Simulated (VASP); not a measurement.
Set up this calculation in VASP 6.6.1, as the native input.

```
Task                               : single point
Functional                         : PBE0(alpha)
Potentials or basis                : VASP PAW PBE potentials, release 64 (Sb, C)
Cutoff                             : 520 eV
k mesh                             : 5 × 5 × 5
Occupations                        : fermi-dirac, width 0.05 eV
Spin                               : no spin polarisation
Share of exact exchange            : 0.25
Grid for exact exchange (PRECFOCK) : Fast
Exchange at q = 0                  : truncated
Further INCAR settings             : ALGO = Normal; EDIFF = 1e-07; NBANDS = 12
```

SbC:

```xyz
2
Lattice="3.1147 0.0000 0.0000 0.0000 3.1147 0.0000 0.0000 0.0000 3.1147" Properties=species:S:1:pos:R:3 pbc="T T T"
Sb    1.5573    1.5573    1.5573
C     0.0000    0.0000    0.0000
```

The cell was built by a generator and needn't be a form met in nature.

The input as run:

POSCAR

```
SbC
1.0
    3.1146800000      0.0000000000      0.0000000000
    0.0000000000      3.1146800000      0.0000000000
    0.0000000000      0.0000000000      3.1146800000
Sb C
1 1
Direct
    0.5000000000      0.5000000000      0.5000000000
    0.0000000000      0.0000000000      0.0000000000
```

INCAR.step1

```
PREC     = Accurate       # precision mode
ENCUT    = 520            # plane-wave cutoff, eV
EDIFF    = 1E-5           # SCF threshold, eV
ISMEAR   = -1             # smearing method
SIGMA    = 0.05           # smearing width, eV
LREAL    = False          # projectors in reciprocal space
LASPH    = True           # aspherical terms in the spheres
NELM     = 100            # most SCF steps
ALGO     = Normal         # electronic algorithm
ISIF     = 2              # what is computed and relaxed
LWAVE    = True           # write WAVECAR
LCHARG   = False          # write CHGCAR
NBANDS   = 12             # bands
GGA      = PE             # functional
```

INCAR.step2

```
PREC     = Accurate       # precision mode
ENCUT    = 520            # plane-wave cutoff, eV
EDIFF    = 1E-7           # SCF threshold, eV
ISMEAR   = -1             # smearing method
SIGMA    = 0.05           # smearing width, eV
LREAL    = False          # projectors in reciprocal space
LASPH    = True           # aspherical terms in the spheres
NELM     = 100            # most SCF steps
ALGO     = Normal         # electronic algorithm
ISIF     = 2              # what is computed and relaxed
LWAVE    = False          # write WAVECAR
LCHARG   = False          # write CHGCAR
GGA      = PE             # functional
LHFCALC  = True           # exact exchange
AEXX     = 0.25           # exact-exchange fraction
PRECFOCK = Fast         
HFRCUT   = -1           
NBANDS   = 12             # bands
ISTART   = 1
```

KPOINTS

```
Automatic mesh
0
Gamma
  5 5 5
```

Potentials or basis: VASP PAW PBE potentials, release 64 (Sb, C).

Run with:

```bash
$ cat potpaw_PBE.64/Sb/POTCAR potpaw_PBE.64/C/POTCAR > POTCAR
$ cp INCAR.step1 INCAR
$ mpirun -np 1 vasp_std > vasp.out
$ cp INCAR.step2 INCAR
$ mpirun -np 1 vasp_std > vasp.out
```

It gave:

```
Pressure               : -4.1 GPa
Band gap on the k mesh : none (metal or under the smearing width)
```

Caveat: the k mesh is coarse (spacing up to 0.40 Å⁻¹), so the values aren't converged, least of all with exact exchange; the PAW data sets were made with another functional, which shifts forces and pressure a little.

Run time: 64 s on 1 thread of Intel(R) Xeon(R) 6975P-C (Granite Rapids) (shared host), peak memory 0.14 GiB.
